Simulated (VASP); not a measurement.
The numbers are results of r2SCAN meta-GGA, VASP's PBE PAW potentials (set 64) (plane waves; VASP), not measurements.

A VASP calculation is set up with these files.

**KPOINTS**
```
Automatic mesh
0
Gamma
9 9 9
0 0 0
```

POSCAR:
```
AlN
1.0
  0.0000000000   2.2170250000   2.2170250000
  2.2170250000   0.0000000000   2.2170250000
  2.2170250000   2.2170250000   0.0000000000
Al N
1 1
Direct
  0.0000000000   0.0000000000   0.0000000000
  0.2500000000   0.2500000000   0.2500000000
```

### INCAR
```
LASPH=.True.
ISMEAR=0   ! Gaussian
NELM=100
ISIF=3   ! ions, shape and volume
SIGMA=0.05   ! width (eV)
IBRION=2
LCHARG=.False.
SYSTEM=AlN
EDIFFG=-0.01   ! ionic stop
EDIFF=1E-6   ! SCF stop (eV)
ALGO=Normal   ! blocked Davidson
METAGGA=R2SCAN
ENCUT=520   ! plane-wave cut-off (eV)
LWAVE=.False.
NSW=60   ! most ionic steps
PREC=Accurate
LMIXTAU=.True.
LREAL=.False.   ! projection in real space or not
```

POTCAR, in this order: Al N (PBE.64 set). Program: vasp_std.

The run wrote:

File OSZICAR:
```
       N       E                     dE             d eps       ncg     rms          rms(c)
DAV:   1     0.300953615491E+01    0.30095E+01   -0.40256E+03   584   0.846E+02
DAV:   2    -0.229044544729E+02   -0.25914E+02   -0.24480E+02   728   0.142E+02
DAV:   3    -0.234441299929E+02   -0.53968E+00   -0.53968E+00   648   0.261E+01
DAV:   4    -0.234460116741E+02   -0.18817E-02   -0.18817E-02   808   0.143E+00
DAV:   5    -0.234460191683E+02   -0.74942E-05   -0.74942E-05   680   0.659E-02    0.862E+00
DAV:   6    -0.188261248176E+02    0.46199E+01   -0.91019E+00   592   0.203E+01    0.384E+00
DAV:   7    -0.192559077820E+02   -0.42978E+00   -0.10358E+00   728   0.771E+00    0.218E+00
DAV:   8    -0.187817800818E+02    0.47413E+00   -0.82765E-01   560   0.694E+00    0.151E+00
DAV:   9    -0.191325450454E+02   -0.35076E+00   -0.22077E-01   560   0.482E+00    0.630E-01
DAV:  10    -0.191399551883E+02   -0.74101E-02   -0.28001E-02   584   0.131E+00    0.362E-01
DAV:  11    -0.191401665965E+02   -0.21141E-03   -0.33718E-04   704   0.236E-01    0.345E-01
DAV:  12    -0.191406872561E+02   -0.52066E-03   -0.18081E-04   656   0.104E-01    0.367E-01
DAV:  13    -0.191528609319E+02   -0.12174E-01   -0.66072E-03   560   0.691E-01    0.214E-01
DAV:  14    -0.191526034457E+02    0.25749E-03   -0.53990E-04   624   0.244E-01    0.204E-01
DAV:  15    -0.191524864661E+02    0.11698E-03   -0.10709E-04   592   0.984E-02    0.176E-01
DAV:  16    -0.191526522004E+02   -0.16573E-03   -0.73127E-04   592   0.190E-01    0.277E-01
DAV:  17    -0.191526947111E+02   -0.42511E-04   -0.25375E-05   624   0.513E-02    0.276E-01
DAV:  18    -0.191526926029E+02    0.21081E-05   -0.31764E-07   304   0.722E-03    0.279E-01
DAV:  19    -0.191526978070E+02   -0.52041E-05   -0.12876E-06   296   0.799E-03    0.284E-01
DAV:  20    -0.191526986680E+02   -0.86104E-06   -0.20498E-07   304   0.549E-03
   1 F= -.19152699E+02 E0= -.19152699E+02  d E =-.191527E+02
       N       E                     dE             d eps       ncg     rms          rms(c)
DAV:   1    -0.193121899915E+02   -0.15949E+00   -0.41533E+00   560   0.196E+01    0.259E+00
DAV:   2    -0.191524242341E+02    0.15977E+00   -0.83078E-01   592   0.659E+00    0.772E-01
DAV:   3    -0.191569877909E+02   -0.45636E-02   -0.28904E-02   592   0.195E+00    0.209E-01
DAV:   4    -0.191566900343E+02    0.29776E-03   -0.20258E-03   592   0.616E-01    0.122E-01
DAV:   5    -0.191564191452E+02    0.27089E-03   -0.26390E-03   560   0.773E-01    0.610E-02
DAV:   6    -0.191573314401E+02   -0.91229E-03   -0.13192E-03   560   0.592E-01    0.412E-02
DAV:   7    -0.191575857540E+02   -0.25431E-03   -0.24095E-04   584   0.188E-01    0.252E-02
DAV:   8    -0.191575707128E+02    0.15041E-04   -0.26508E-05   592   0.687E-02    0.348E-03
DAV:   9    -0.191575827758E+02   -0.12063E-04   -0.21225E-06   688   0.156E-02    0.217E-03
DAV:  10    -0.191575827725E+02    0.33151E-08   -0.10439E-07   304   0.361E-03
   2 F= -.19157583E+02 E0= -.19157583E+02  d E =-.488410E-02
       N       E                     dE             d eps       ncg     rms          rms(c)
DAV:   1    -0.192118764458E+02   -0.54294E-01   -0.88422E-01   560   0.875E+00    0.125E+00
DAV:   2    -0.191780786185E+02    0.33798E-01   -0.19596E-01   584   0.316E+00    0.391E-01
DAV:   3    -0.191800193610E+02   -0.19407E-02   -0.61352E-03   576   0.912E-01    0.116E-01
DAV:   4    -0.191802418709E+02   -0.22251E-03   -0.52311E-04   616   0.321E-01    0.445E-02
DAV:   5    -0.191798592216E+02    0.38265E-03   -0.49046E-04   560   0.344E-01    0.256E-02
DAV:   6    -0.191803837798E+02   -0.52456E-03   -0.21766E-04   560   0.237E-01    0.190E-02
DAV:   7    -0.191803286810E+02    0.55099E-04   -0.70100E-05   584   0.106E-01    0.101E-02
DAV:   8    -0.191803628119E+02   -0.34131E-04   -0.70036E-06   576   0.378E-02    0.119E-03
DAV:   9    -0.191803570183E+02    0.57936E-05   -0.59626E-07   344   0.904E-03    0.791E-04
DAV:  10    -0.191803585698E+02   -0.15515E-05   -0.93462E-08   280   0.313E-03    0.728E-04
DAV:  11    -0.191803592133E+02   -0.64349E-06   -0.37505E-08   280   0.193E-03
   3 F= -.19180359E+02 E0= -.19180359E+02  d E =-.276605E-01
```

**OUTCAR**
```
------------------------ aborting loop because EDIFF is reached ----------------------------------------
  FORCE on cell =-STRESS in cart. coord.  units (eV):
  Direction    XX          YY          ZZ          XY          YZ          ZX
  --------------------------------------------------------------------------------------
  Total       -0.0005590     -0.0005590     -0.0005590      0.0000000     -0.0000000      0.0000000
  in kB       -0.0430026     -0.0430026     -0.0430026      0.0000000     -0.0000000      0.0000000
  external PRESSURE =      -0.0430026 kB  Pullay stress =       0.0000000 kB
  volume of cell :       20.83
      direct lattice vectors                 reciprocal lattice vectors
    -0.000000000  2.183748196  2.183748196    -0.228964127  0.228964127  0.228964127
     2.183748196 -0.000000000  2.183748196     0.228964127 -0.228964127  0.228964127
     2.183748196  2.183748196 -0.000000000     0.228964127  0.228964127 -0.228964127
  FREE ENERGIE OF THE ION-ELECTRON SYSTEM (eV)
  ---------------------------------------------------
  free  energy   TOTEN  =       -19.1803592133 eV

  energy  without entropy=      -19.1803592132  energy(sigma->0) =      -19.18035921

 reached required accuracy - stopping structural energy minimisation
```
(Selected blocks of OUTCAR.)

### CONTCAR
```
AlN
   1.00000000000000
    -0.0000000000000000    2.1837481961120866    2.1837481961120866
     2.1837481961120866   -0.0000000000000000    2.1837481961120866
     2.1837481961120866    2.1837481961120866   -0.0000000000000000
  Al              N
     1     1
Direct
     0.0000000000000000    0.0000000000000000    0.0000000000000000
     0.2500000000000000    0.2500000000000000    0.2500000000000000
```

Energy and stress use the plane-wave basis of the starting cell.

The structure was generated: AlN was put into the zinc blende type (F-43m), which need not be its known phase. This run relaxes it. Symmetry was kept, so distortions that lower it aren't found.
